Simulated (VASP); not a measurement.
A cell of SiAg (relaxed from the WC structure, space group P-6m2) near equilibrium:

```
CELL_PARAMETERS angstrom
      4.00696     0.00000     0.00000
     -2.00348     3.47012     0.00000
      0.00000     0.00000     2.63786
ATOMIC_POSITIONS crystal
  Ag 0.00000 0.00000 0.00000
  Si 0.66667 0.33333 0.50000
```

Calculation: PBEsol GGA, VASP's PBE PAW potentials (set 64) (plane waves; VASP).

```tsv
run	ΔE (meV/atom)	σxx	σyy	σzz	largest shear component, with its sign (GPa)	largest force (eV/Å)
as it is	0.0	-0.29	-0.29	0.06	0.00	0.000
after one change	0.8	-1.22	-0.86	-1.49	0.00	0.023
```
Stress is in GPa, positive when the cell is compressed.

Question: What was changed between the two runs?
A. atom 1 (Ag) moved by -0.050 Å along y
B. biaxial strain of +0.5 % in the xz plane
C. biaxial strain of -1.5 % in the xz plane
D. isotropic strain of -4.0 %

Answer: B, biaxial strain of +0.5 % in the xz plane

The structure was generated: SiAg was put into the WC type (P-6m2), which need not be its known phase. The electron count is odd and the run is not spin-polarised, which forces a metal.
